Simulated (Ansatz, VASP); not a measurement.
## Cross-check of MgO2 between VASP and Ansatz

One calculation is typed for both programs; each brings its own data sets. How far apart do they land? The cell is taken from a series of runs on this material, whose earlier steps may have relaxed, scaled, displaced or heated it; both programs get it as it stands. Other levels of theory on this material are compared in a session of their own.

Method: plane waves, with VASP 6.6.1 beside it; relaxation of cell and atoms at PBEsol with D3(BJ), in Ansatz 0.2.0.

**1. Starting point**

It takes space group R-3m (No. 166, trigonal). Conventional cell: a = 3.143 Å, b = 3.143 Å, c = 10.335 Å, α = 90.00°, β = 90.00°, γ = 120.00°. Nearest to Mg lie 6 O at 2.07 Å. Nearest to O lie 1 O at 1.46 Å and 3 Mg at 2.07 Å. Farther neighbours and most contacts between anions are not listed.

As a file:

```cif
data_structure
_symmetry_space_group_name_H-M 'R-3m:H'
_symmetry_Int_Tables_number 166
_cell_length_a 3.1433
_cell_length_b 3.1433
_cell_length_c 10.3353
_cell_angle_alpha 90.000
_cell_angle_beta 90.000
_cell_angle_gamma 120.000
_cell_volume 88.43
loop_
_atom_site_label
_atom_site_type_symbol
_atom_site_symmetry_multiplicity
_atom_site_Wyckoff_symbol
_atom_site_fract_x
_atom_site_fract_y
_atom_site_fract_z
_atom_site_occupancy
Mg1 Mg 3 a 0.00000 0.00000 0.00000 1
O1 O 6 c 0.66667 0.33333 0.76248 1
```

**2. Ansatz: relaxation of cell and atoms, PBEsol with D3(BJ)**

Ansatz runs on its default PAW (the set named soft_2) files.

The relaxed volume is the usual yardstick between codes: in a stiff, nearly cubic crystal its relative difference is about their pressure difference at one cell divided by the bulk modulus.

input.yaml

```yaml
crystal:
  lattice:
    - [1.5716341528, 0.9073834012, 3.4450883971]
    - [-1.5716341528, 0.9073834012, 3.4450883971]
    - [0.0, -1.8147668024, 3.4450883971]
  atoms:
    - { symbol: Mg, position: [0.0, 0.0, 0.0] }
    - { symbol: O, position: [0.4291448496, 0.4291448496, 0.4291448496] }
    - { symbol: O, position: [0.5708551504, 0.5708551504, 0.5708551504] }
kpoints:
  mp_grid: { grid: [9, 9, 9] }
hamiltonian:
  xc: pbesol
  dispersion: d3bj
scf:
  occupations: { method: fixed }
output:
  forces: true
  stress: true
  eigenvalues: true
relax:
  adjacent_minimum: "off"
  f_tol: 0.001
  max_steps: 60
  cell: { stress_tol: 0.01 }
```

On the command line:

```sh
ansatz run input.yaml --threads 4 --pin off --max-ram 7168MiB --backend cpu --events-out ev --progress --plain --runs-dir out
```

Numbers of over 12 decimals in the logs are rounded to 6 here.

Log:

```text
Engine: ansatz 0.2.0, aarch64-unknown-linux-gnu
Pseudopotentials: kind: paw
Pseudopotential: Mg, paw, valence charge 10, recommended cutoff 420 eV (normal), Mg.paw.azcp
Pseudopotential: O, paw, valence charge 6, recommended cutoff 420 eV (normal), O.paw.azcp
Functional definition: PBEsol
  exchange = pbesol_x
  correlation = pbesol_c
Crystal: 3 atoms, lattice volume = 29.478 Å³
Basis set: ecut = 420 eV, 575 PW (Γ), exchange–correlation on 54×54×54 points (8 copies of the dense FFT grid, shifted against one another)
Bands: 15, of which v1, the nominal top of the filled ones, is band 11 counted from 1 (10 counted from 0)
Symmetry: 12 space group operations
Space group: R-3m (ITA 166), of the structure as read, at distance tolerance 3.1e-5 Å
k-points: 85 of 729
Non-local potential: Mg, projectors of the file, l = 0: 3, l = 1: 2, l = 2: 1
Non-local potential: O, projectors of the file, l = 0: 2, l = 1: 2, l = 2: 1
PAW form: soft (Blöchl's): semilocal exchange-correlation on the pseudo side does not see the compensation charge
PAW frozen core: Mg, regenerated for the run's functional, and the local potential with it (the file was generated under x = pbe(κ = 0.804, μ = 0.219515), c = pbe(β = 0.066725))
PAW frozen core: O, regenerated for the run's functional, and the local potential with it (the file was generated under x = pbe(κ = 0.804, μ = 0.219515), c = pbe(β = 0.066725))
PAW one-centre angular grid: Mg, 110 points (default); XC on 64 Gauss nodes
PAW one-centre angular grid: O, 110 points (default); XC on 64 Gauss nodes
Initial density: superposition of atomic densities (neutral atoms: chi_scale 0, normalization atom), corrected by the library's trained network
Initial wavefunctions: pseudopotential atomic-orbital guess
Functional: x = pbesol(κ = 0.804, μ = 0.123457), c = pbesol(β = 0.046)
SCF iter   1: F=—  HF=-3034.123678 eV  |F-HF|=—  |Δ(HF+E_count)|=         —  Δρ=1.39e-2  dr2=4.97e-2  ethr=1.77e-3  ⟨swp⟩=4.2  Hψ=6038  notcnv=0  defer=154
preconditioner: auto → none  [insulator: Δε(μ)=2.603 eV  Ē_g=16.659 eV  n_scr=8 (ndim 8)  ℏωp=25.6 eV  f_vac=0.033  ε∞_Penn≈3.4]
SCF iter   2: F=—  HF=-3034.109564 eV  |F-HF|=—  |Δ(HF+E_count)|=   1.41e-2  Δρ=5.12e-3  dr2=3.90e-3  ethr=2.26e-4  ⟨swp⟩=2.0  Hψ=2528  notcnv=0  defer=170
SCF iter   3: F=—  HF=-3034.108392 eV  |F-HF|=—  |Δ(HF+E_count)|=   1.17e-3  Δρ=1.44e-3  dr2=1.74e-4  ethr=1.77e-5  ⟨swp⟩=2.6  Hψ=1927  notcnv=0  defer=170
SCF iter   4: F=—  HF=-3034.108510 eV  |F-HF|=—  |Δ(HF+E_count)|=   1.19e-4  Δρ=2.01e-4  dr2=3.47e-6  ethr=7.90e-7  ⟨swp⟩=2.0  Hψ=2369  notcnv=0  defer=170
SCF iter   5: F=—  HF=-3034.108531 eV  |F-HF|=—  |Δ(HF+E_count)|=   2.02e-5  Δρ=2.02e-5  dr2=5.46e-8  ethr=1.58e-8  ⟨swp⟩=2.5  Hψ=2044  notcnv=0  defer=4
SCF iter   6: F=-3034.108531 eV  HF=-3034.108531 eV  |F-HF|=1.32e-9  |Δ(HF+E_count)|=   1.06e-8  Δρ=4.30e-6  dr2=3.30e-9  ethr=2.48e-10  ⟨swp⟩=4.6  Hψ=6256  notcnv=0
SCF 1 converged in 6 iterations: F = -3034.108531 eV  dr2 = 3.30e-9
  greatest PAW one-centre occupation: 1.000 electrons in one spin orbital (limit 2), on the Mg atom at site 0 (counted from 0), in its partial waves of l = 0
relax step   1: F+E_penalty+E_count = -3034.10853065 eV  Δ(F+E_penalty+E_count) = +0.000e0 eV  max|allowed force component| = 1.925e-4 eV/Å  Δτ_max = 0.0000 Å  P = -0.021 GPa  Ω = 29.478 Å³  (6 SCF iters, dr2 threshold 1.00e-7 eV, accepted)
[...]
relax step   2: F+E_penalty+E_count = -3034.10854258 eV  Δ(F+E_penalty+E_count) = -1.192e-5 eV  max|allowed force component| = 1.109e-4 eV/Å  Δτ_max = 0.0000 Å  P = -0.012 GPa  Ω = 29.476 Å³  energy of the carried Pulay correction = +1.172e-5 eV  (3 SCF iters, dr2 threshold 1.22e-9 eV, accepted)
[...]
relax step   3: F+E_penalty+E_count = -3034.10855735 eV  Δ(F+E_penalty+E_count) = -1.477e-5 eV  max|allowed force component| = 4.496e-5 eV/Å  Δτ_max = 0.0000 Å  P = +0.001 GPa  Ω = 29.473 Å³  energy of the carried Pulay correction = +2.640e-5 eV  (4 SCF iters, dr2 threshold 3.75e-10 eV, accepted)
[...]
relax step   4: F+E_penalty+E_count = -3034.10852825 eV  Δ(F+E_penalty+E_count) = +2.910e-5 eV  max|allowed force component| = 5.648e-5 eV/Å  Δτ_max = 0.0000 Å  P = -0.001 GPa  Ω = 29.473 Å³  stress off target by 2.15e-3 GPa  SCF on the basis re-selected at this cell (its energy is not comparable with the rows above)  (4 SCF iters)
basis re-selected at this cell: Δ(F+E_penalty+E_count) = +2.910e-5 eV, ΔP = -0.002 GPa vs the last step (what re-selecting the basis moved, of the pressure what is left beyond the Pulay correction that the steps carried, after the strain that the cell walked since its last selection, with what the two solves' SCF thresholds leave and, on support functions, any second-order correction that the steps lacked; it is no m [...]
SCF converged after 4 iterations
Free energy (F): -3034.108528 eV
Harris-Foulkes:  -3034.108528 eV  (|F-HF|=1.36e-12)
Internal energy: -3034.108528 eV  (E = F + TS)
E sigma→0 (E₀):  -3034.108528 eV
Fermi energy:    7.006116 eV
--- Per-component energies (eV) ---
  E_band       = -341.253058
  E_kinetic    = 427.206593
  E_local      = -2100.932502  (includes V_loc(G=0)·N_el)
  E_nonlocal   = 192.925433
  E_hartree    = 730.408078
  E_xc         = -175.023981
  E_vxc        = -225.030645  (∫ρ·V_xc dr)
  E_paw        = -584.828345  (= ΣΔE_a)
  E_vpaw       = -96.243004  (= ΣTr[D̂ρ^β])
  E_aug_tail   = 0.004907  (compensation charges beyond the density's cutoff)
  E_ewald      = -1523.545514
  E_disp       = -0.452634  (pairwise vdW)
  E_core_change = 0.129438  (= ΣΔE_core)
  E_smearing   = -0.000000  (= −TS)
  E_closure    = -0.000000  (closes the sum)
  Σ components = -3034.108528   (vs F -3034.108528, Δ=0.00e0)
--- Forces (eV/Å), atoms counted from 1 ---
  atom   1  Mg     0.00000000     0.00000000    -0.00000000
  atom   2  O      0.00000000     0.00000000    -0.00005648
  atom   3  O     -0.00000000    -0.00000000     0.00005648
  max |Σ_I F_I| component: 4.63e-18 eV/Å
--- Stress (GPa, compression-positive) ---
       -0.002148       0.000000       0.000000
        0.000000      -0.002148       0.000000
        0.000000       0.000000       0.000866
  P = ⅓ Tr σ = -0.0011 GPa (-0.011 kbar)
--- Band table (eV; the first three rows and the last of 85) ---
  k-point 0: bands = [... 7 lower, 3.4756, 3.4756, 6.1582, 6.1582, 11.7400, 12.1428, 19.4166, 21.1276]
  k-point 1: bands = [... 7 lower, 3.1093, 3.4276, 6.0604, 6.1020, 11.9486, 12.4206, 19.4381, 20.8444]
  k-point 2: bands = [... 7 lower, 2.2706, 3.3109, 5.8815, 5.9624, 11.9204, 13.5314, 19.1602, 19.7035]
  k-point 84: bands = [... 7 lower, 2.7022, 2.8836, 6.6808, 6.9663, 9.7875, 12.4523, 17.0638, 20.3097]
--- Relaxed structure (3 steps of the walk, 3 accepted, 1 SCFs on fresh bases) ---
  F+E_penalty+E_count = -3034.10852825 eV   max|allowed force component| = 5.648e-5 eV/Å   (the final SCF, on the basis selected at the relaxed cell)
  cell:  # Å, volume = 29.4733 Å³
    - [1.571540, 0.907329, 3.444980]
    - [-1.571540, 0.907329, 3.444980]
    - [0, -1.814658, 3.444980]
  atoms:
    - { symbol: Mg, position: [0, 0, 0] }
    - { symbol: O, position: [0.429145, 0.429145, 0.429145] }
    - { symbol: O, position: [0.570855, 0.570855, 0.570855] }
```

The column dr2 measures how far the density is from self-consistency, as an energy; F and HF (Harris–Foulkes) agree once it is small.

**3. VASP: relaxation of cell and atoms, PBEsol with D3(BJ)**

The same cell, functional and mesh now go to VASP, with its own data sets.

Lines of VASP's logs that name or quote its potential files are left out, and so is its time.

INCAR

```
SYSTEM = MgO2
PREC = Accurate
ENCUT = 600
EDIFF = 1E-07
NELM = 120
ISMEAR = 0
SIGMA = 0.01
LREAL = .FALSE.
ALGO = Normal
GGA = PS
IVDW = 12
NBANDS = 13
LORBIT = 11
LWAVE = .FALSE.
LCHARG = .FALSE.
ISIF = 3
IBRION = 2
NSW = 80
EDIFFG = -0.005
LASPH = .TRUE.
GGA_COMPAT = .FALSE.
NELMIN = 4
EFERMI = MIDGAP
```

POSCAR

```
MgO2
1.0
    1.5716340000      0.9073830000      3.4450880000
   -1.5716340000      0.9073830000      3.4450880000
    0.0000000000     -1.8147670000      3.4450880000
Mg O
1 2
Direct
    0.0000000000      0.0000000000      0.0000000000
    0.4291449947      0.4291449947      0.4291447582
    0.5708552857      0.5708552857      0.5708549712
```

KPOINTS

```
Automatic mesh
0
Gamma
9 9 9
0 0 0
```

Potentials, in the order of the species: Mg and O (PBE family, release 64).

On the command line:

```sh
mpirun -np 1 vasp_std
```

Log:

```text
[banner, memory and clock lines left out]
running    1 mpi-ranks, on    1 nodes
 distrk:  each k-point on    1 cores,    1 groups
 distr:  one band on    1 cores,    1 groups

 POSCAR found type information on POSCAR MgO
 POSCAR found :  2 types and       3 ions
|                                                                             |
|               ----> ADVICE to this user running VASP <----                  |
|                                                                             |
|     You enforced a specific xc type in the INCAR file but a different       |
|     [... a line on the potential file left out ...]
|     I HOPE YOU KNOW WHAT YOU ARE DOING!                                     |
|                                                                             |

 LDA part: xc-table for (Slater+PW92), standard interpolation
 POSCAR, INCAR and KPOINTS ok, starting setup
 FFT: planning ... GRIDC
 FFT: planning ... GRID_SOFT
 FFT: planning ... GRID
 WAVECAR not read
 entering main loop
       N       E                     dE             d eps       ncg     rms          rms(c)
DAV:   1     0.574080046047E+02    0.57408E+02   -0.83910E+03  2418   0.112E+03
DAV:   2    -0.157044206260E+02   -0.73112E+02   -0.68443E+02  2847   0.223E+02
DAV:   3    -0.185260965327E+02   -0.28217E+01   -0.28118E+01  2668   0.438E+01
DAV:   4    -0.185378358893E+02   -0.11739E-01   -0.11739E-01  2525   0.319E+00
DAV:   5    -0.185378928933E+02   -0.57004E-04   -0.57004E-04  2655   0.213E-01    0.813E+00
DAV:   6    -0.173639386289E+02    0.11740E+01   -0.18330E+00  2325   0.120E+01    0.358E+00
DAV:   7    -0.172335764809E+02    0.13036E+00   -0.20727E-01  2490   0.419E+00    0.163E+00
DAV:   8    -0.172232185197E+02    0.10358E-01   -0.53428E-02  2270   0.231E+00    0.244E-01
DAV:   9    -0.172238373123E+02   -0.61879E-03   -0.10454E-02  2350   0.799E-01    0.947E-02
DAV:  10    -0.172238516439E+02   -0.14332E-04   -0.56597E-04  2435   0.231E-01    0.349E-02
DAV:  11    -0.172238830132E+02   -0.31369E-04   -0.61390E-05  2370   0.692E-02    0.817E-03
DAV:  12    -0.172238851714E+02   -0.21582E-05   -0.43083E-06  2575   0.174E-02    0.245E-03
DAV:  13    -0.172238853519E+02   -0.18053E-06   -0.26983E-07  2355   0.507E-03    0.684E-04
DAV:  14    -0.172238853675E+02   -0.15578E-07   -0.43710E-08  1728   0.192E-03
   1 F= -.17676331E+02 E0= -.17676331E+02  d E =-.176763E+02
[...]
2 F= -.17673544E+02 E0= -.17673544E+02  d E =0.278714E-02
[...]
3 F= -.17677104E+02 E0= -.17677104E+02  d E =-.773121E-03
[...]
4 F= -.17677225E+02 E0= -.17677225E+02  d E =-.120681E-03
 trial-energy change:   -0.000121  1 .order   -0.000120   -0.000301    0.000060
 step:   0.7188(harm=  0.7188)  dis= 0.00023  next Energy=   -17.677230 (dE=-0.125E-03)
 bond charge predicted
       N       E                     dE             d eps       ncg     rms          rms(c)
DAV:   1    -0.172229911038E+02   -0.32223E-03   -0.62113E-04  2285   0.244E-01    0.427E-02
DAV:   2    -0.172229575581E+02    0.33546E-04   -0.83690E-05  2295   0.820E-02    0.791E-03
DAV:   3    -0.172229569421E+02    0.61600E-06   -0.34052E-06  2365   0.167E-02    0.233E-03
DAV:   4    -0.172229567247E+02    0.21733E-06   -0.11054E-07  1625   0.355E-03    0.756E-04
DAV:   5    -0.172229566747E+02    0.50043E-07   -0.26592E-08  1120   0.137E-03
   5 F= -.17677229E+02 E0= -.17677229E+02  d E =-.125064E-03
 curvature:  -0.39 expect dE=-0.112E-05 dE for cont linesearch -0.141E-07
 trial: gam=-0.01249 g(F)=  0.191E-05 g(S)=  0.988E-06 ort = 0.370E-05 (trialstep = 0.834E+00)
 search vector abs. value=  0.286E-05
 reached required accuracy - stopping structural energy minimisation
```

Parts of OUTCAR (step 3):

```text
ion  position               nearest neighbor table
   1  0.000  0.000  0.000-   3 2.07   3 2.07   3 2.07   2 2.07   2 2.07   2 2.07
   2  0.429  0.429  0.429-   3 1.46   1 2.07   1 2.07   1 2.07
   3  0.571  0.571  0.571-   2 1.46   1 2.07   1 2.07   1 2.07

  LATTYP: Found a trigonal (rhomboedric) cell.
 ALAT       =     3.8938424039
 COS(alpha) =     0.6741812402

 Subroutine GETGRP returns: Found 12 space group operations
 (whereof 12 operations were pure point group operations)

The static configuration has the point symmetry D_3d.

 Found     85 irreducible k-points:

   k-points           NKPTS =     85   k-points in BZ     NKDIM =     85   number of bands    NBANDS=     13

   dimension x,y,z NGX =    32 NGY =   32 NGZ =   32
   dimension x,y,z NGXF=    64 NGYF=   64 NGZF=   64

   ENCUT  =  600.0 eV  44.10 Ry    6.64 a.u.   7.78  7.78  7.78*2*pi/ulx,y,z

   NELECT =      14.0000    total number of electrons

 k-points in reciprocal lattice and weights: Automatic mesh
   0.00000000  0.00000000  0.00000000       0.001
   0.11111111  0.00000000 -0.00000000       0.008
   0.22222222  0.00000000 -0.00000000       0.008
   0.33333333  0.00000000  0.00000000       0.008
   0.44444444  0.00000000 -0.00000000       0.008
   0.11111111  0.11111111 -0.00000000       0.008
   0.22222222  0.11111111  0.00000000       0.016
   0.33333333  0.11111111 -0.00000000       0.016
   0.44444444  0.11111111 -0.00000000       0.016
[...]
0.44444444  0.44444444  0.44444444       0.003
  -0.44444444  0.44444444  0.44444444       0.008

 Edisp (eV)   -0.45456

 average (electrostatic) potential at core
       1 -35.7363       2 -72.2477       3 -72.2478

 E-fermi :   4.3358

 k-point     1 :       0.0000    0.0000    0.0000
  band No.  band energies     occupation
    ...
      3      -5.0122      2.00000
      4      -0.4032      2.00000
      5      -0.4032      2.00000
      6       2.2064      2.00000
      7       2.2064      2.00000
      8       7.8630      0.00000
      9       8.0964      0.00000
     10      15.5198      0.00000
     11      17.3119      0.00000
     12      18.0789      0.00000
    ...

 k-point     2 :       0.1111    0.0000   -0.0000
  band No.  band energies     occupation
    ...
      3      -4.9135      2.00000
      4      -0.7749      2.00000
      5      -0.4511      2.00000
      6       2.1090      2.00000
      7       2.1502      2.00000
      8       7.9558      0.00000
      9       8.4944      0.00000
     10      15.5537      0.00000
     11      16.9622      0.00000
     12      17.5131      0.00000
    ...

 k-point     3 :       0.2222    0.0000   -0.0000
  band No.  band energies     occupation
    ...
      3      -4.6592      2.00000
      4      -1.6267      2.00000
      5      -0.5692      2.00000
      6       1.9304      2.00000
      7       2.0104      2.00000
      8       7.8847      0.00000
      9       9.6571      0.00000
     10      15.2759      0.00000
     11      15.8495      0.00000
     12      17.8082      0.00000
    ...

 Edisp (eV)   -0.45427

  Total      -0.00462    -0.00462     0.00434     0.00000    -0.00000     0.00000
  in kB      -0.25199    -0.25199     0.23662     0.00000    -0.00000     0.00000
  external pressure =       -0.09 kB  Pullay stress =        0.00 kB

  energy-cutoff  :      600.00
  volume of cell :       29.36
      direct lattice vectors                 reciprocal lattice vectors
     1.568789138  0.905740519  3.444225127     0.318717148  0.184011427  0.096780374
    -1.568789138  0.905740519  3.444225127    -0.318717148  0.184011427  0.096780374
    -0.000000000 -1.811482035  3.444225127     0.000000000 -0.368022854  0.096780320

 POSITION                                       TOTAL-FORCE (eV/Angst)
 -----------------------------------------------------------------------------------
     -0.00000     -0.00000      0.00000         0.000000     -0.000000      0.000000
     -0.00000      0.00000      4.43099        -0.000000     -0.000000      0.004446
     -0.00000     -0.00000      5.90169         0.000000      0.000000     -0.004446
 -----------------------------------------------------------------------------------
    total drift:                               -0.000000     -0.001306     -0.001013

  FREE ENERGIE OF THE ION-ELECTRON SYSTEM (eV)
  ---------------------------------------------------
  free  energy   TOTEN  =       -17.6772292369 eV

  energy  without entropy=      -17.6772292369  energy(sigma->0) =      -17.67722924

 reached required accuracy - stopping structural energy minimisation

 total charge
# of ion       s       p       d       tot
------------------------------------------
    1        0.150   0.180   0.079   0.410
    2        1.555   3.423   0.000   4.978
    3        1.555   3.423   0.000   4.978
--------------------------------------------------
tot          3.260   7.026   0.079  10.365

[... 3 further parts left out ...]
```

CONTCAR:

```
MgO2
   1.00000000000000
     1.5687891378823728    0.9057405186671161    3.4442251269306574
    -1.5687891378823728    0.9057405186671161    3.4442251269306574
    -0.0000000000000000   -1.8114820352731145    3.4442251268649797
  Mg              O
     1     2
Direct
     0.0000000000000000    0.0000000000000000    0.0000000000000000
     0.4288329949987629    0.4288329949987629    0.4288327584996401
     0.5711672854012390    0.5711672854012390    0.5711669709003624
```

**4. Comparison**

Known differences besides the potentials themselves: fixed occupations in Ansatz, narrow Gaussian smearing in VASP; the data sets hold 22 valence electrons in Ansatz (on its default PAW (the set named soft_2) files) and 14 in VASP; the cutoff is 420 eV in Ansatz and 600 eV in VASP; Ansatz makes its cores anew for this functional, VASP keeps those of its PBE data sets; Ansatz adds a Pulay correction to the stress that steers its cell, VASP none. Total energies have different zeros and are not compared.

Both answers:

```
                                         quantity  Ansatz   VASP  difference
                                      volume (Å³)   29.47  29.36     +0.37 %
edge a after relaxation, in the typed setting (Å)   3.894  3.892     +0.06 %
```

**5. What came out**

| Item | Value |
| --- | --- |
| difference in volume (relaxation of cell and atoms, PBEsol with D3(BJ)) | 0.37 % |

**Reading.** The difference in volume is 0.37 % (relaxation of cell and atoms, PBEsol with D3(BJ)), within the 1.2 % picked in this series as the mark of a large difference, as far as the stopping tolerances let one tell. The data sets hold unlike numbers of valence electrons (22 in Ansatz and 14 in VASP), so part of the differences comes from the potentials. 5 further runs of this series are not shown here. Such differences can come from data sets, numerical settings and the points named under the comparisons, not from the functional's error against experiment.

[Lines on the potential files, build, host, timing and source positions are cut from VASP's logs without a mark.]

[Logs are printed without paths, hosts, clocks, repeated set-up lines and the standing remarks that a program may print on its own settings, such as how far it seeks lower states.]

[Hosts, paths, dates, database ids (printed as entryN), source tags and the programs' standing remarks are cut or masked in the printed files.]
